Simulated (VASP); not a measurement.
Method: AM05 GGA, VASP's PBE PAW potentials (set 64) (plane waves; VASP 6.6.1).

Input for VASP

### KPOINTS
```
kpoints
0
Gamma
6 6 6
0 0 0
```

INCAR:
```
# general
SYSTEM  = KZnF3
PREC    = Accurate
ENCUT   = 520
LREAL   = .FALSE.
LASPH   = .TRUE.

# electronic loop
EDIFF   = 1E-7
NELM    = 100
ALGO    = Normal
LMAXMIX = 4

# smearing
ISMEAR  = 0
SIGMA   = 0.05

# functional
GGA     = AM

# ions
ISIF    = 2

# output
LWAVE   = .FALSE.
LCHARG  = .FALSE.
```

File POSCAR:
```
KZnF3
1
    3.9970171470     0.0000000000     0.0000000000
    0.0000000000     3.9970171470     0.0000000000
    0.0000000000     0.0000000000     3.9970171470
K Zn F
1 1 3
Direct
  0.0000000000   0.0000000000   0.0000000000
  0.5000000000   0.5000000000   0.5000000000
  0.5000000000   0.0000000000   0.5000000000
  0.0000000000   0.5000000000   0.5000000000
  0.5000000000   0.5000000000   0.0000000000
```

POTCAR, in this order: K_sv Zn F (PBE.64 set). Program: vasp_std.

The run wrote:

### OSZICAR
```
       N       E                     dE             d eps       ncg     rms          rms(c)
DAV:   1     0.448098031660E+03    0.44810E+03   -0.22753E+04  1000   0.204E+03
DAV:   2     0.139284504318E+02   -0.43417E+03   -0.42366E+03  1177   0.491E+02
DAV:   3    -0.214200479413E+02   -0.35348E+02   -0.34776E+02  1231   0.153E+02
DAV:   4    -0.222219385339E+02   -0.80189E+00   -0.80096E+00  1647   0.209E+01
DAV:   5    -0.222313554731E+02   -0.94169E-02   -0.94015E-02  1296   0.188E+00    0.120E+01
DAV:   6    -0.204015110664E+02    0.18298E+01   -0.65172E+00  1501   0.385E+01    0.800E+00
DAV:   7    -0.204485112371E+02   -0.47000E-01   -0.12947E+00  1054   0.814E+00    0.496E+00
DAV:   8    -0.204655004703E+02   -0.16989E-01   -0.52620E-01  1311   0.160E+01    0.152E+00
DAV:   9    -0.204376002929E+02    0.27900E-01   -0.71356E-02  1560   0.775E+00    0.737E-01
DAV:  10    -0.204321506717E+02    0.54496E-02   -0.11221E-01  1458   0.909E+00    0.361E-01
DAV:  11    -0.204314160386E+02    0.73463E-03   -0.17472E-02  1445   0.184E+00    0.141E-01
DAV:  12    -0.204314946314E+02   -0.78593E-04   -0.83570E-04  1098   0.209E-01    0.134E-01
DAV:  13    -0.204314772544E+02    0.17377E-04   -0.11596E-03  1203   0.250E-01    0.121E-01
DAV:  14    -0.204316089060E+02   -0.13165E-03   -0.52171E-04  1378   0.301E-01    0.150E-01
DAV:  15    -0.204319218086E+02   -0.31290E-03   -0.52389E-04  1422   0.308E-01    0.205E-01
DAV:  16    -0.204316815729E+02    0.24024E-03   -0.17356E-04  1363   0.156E-01    0.162E-01
DAV:  17    -0.204315399373E+02    0.14164E-03   -0.93186E-05  1313   0.127E-01    0.127E-01
DAV:  18    -0.204314222687E+02    0.11767E-03   -0.12320E-04  1314   0.143E-01    0.861E-02
DAV:  19    -0.204313801202E+02    0.42149E-04   -0.38498E-05  1362   0.810E-02    0.639E-02
DAV:  20    -0.204313709582E+02    0.91620E-05   -0.55118E-06  1614   0.312E-02    0.574E-02
DAV:  21    -0.204313610610E+02    0.98972E-05   -0.32840E-06  1327   0.331E-02    0.503E-02
DAV:  22    -0.204313287241E+02    0.32337E-04   -0.11004E-04  1280   0.119E-01    0.106E-02
DAV:  23    -0.204313281341E+02    0.59001E-06   -0.55446E-06  1226   0.193E-02    0.548E-03
DAV:  24    -0.204313279424E+02    0.19165E-06   -0.76100E-07  1363   0.148E-02    0.245E-03
DAV:  25    -0.204313278993E+02    0.43081E-07   -0.16739E-07   721   0.715E-03
   1 F= -.20431328E+02 E0= -.20431328E+02  d E =-.114977E-13
```

### OUTCAR
```
------------------------ aborting loop because EDIFF is reached ----------------------------------------
  FORCE on cell =-STRESS in cart. coord.  units (eV):
  Direction    XX          YY          ZZ          XY          YZ          ZX
  --------------------------------------------------------------------------------------
  Total        2.1953847      2.1953847      2.1953847     -0.0000000     -0.0000000      0.0000000
  in kB       55.0824422     55.0824422     55.0824422     -0.0000000     -0.0000000      0.0000000
  external PRESSURE =      55.0824422 kB  Pullay stress =       0.0000000 kB
  volume of cell :       63.86
      direct lattice vectors                 reciprocal lattice vectors
     3.997017147  0.000000000  0.000000000     0.250186567  0.000000000  0.000000000
     0.000000000  3.997017147  0.000000000     0.000000000  0.250186567  0.000000000
     0.000000000  0.000000000  3.997017147     0.000000000  0.000000000  0.250186567
 POSITION                                       TOTAL-FORCE (eV/Angst)
 -----------------------------------------------------------------------------------
      0.00000      0.00000      0.00000         0.000000      0.000000      0.000000
      1.99851      1.99851      1.99851         0.000000      0.000000      0.000000
      1.99851      0.00000      1.99851         0.000000      0.000000      0.000000
      0.00000      1.99851      1.99851         0.000000      0.000000      0.000000
      1.99851      1.99851      0.00000         0.000000      0.000000      0.000000
 -----------------------------------------------------------------------------------
    total drift:                                0.000000      0.000000     -0.000000
  FREE ENERGIE OF THE ION-ELECTRON SYSTEM (eV)
  ---------------------------------------------------
  free  energy   TOTEN  =       -20.4313278993 eV

  energy  without entropy=      -20.4313278993  energy(sigma->0) =      -20.43132790
```
(Selected blocks of OUTCAR.)

The compound is KZnF3 in the cubic perovskite structure. This cell is one point of a volume scan, at 0.94 of the reference volume.
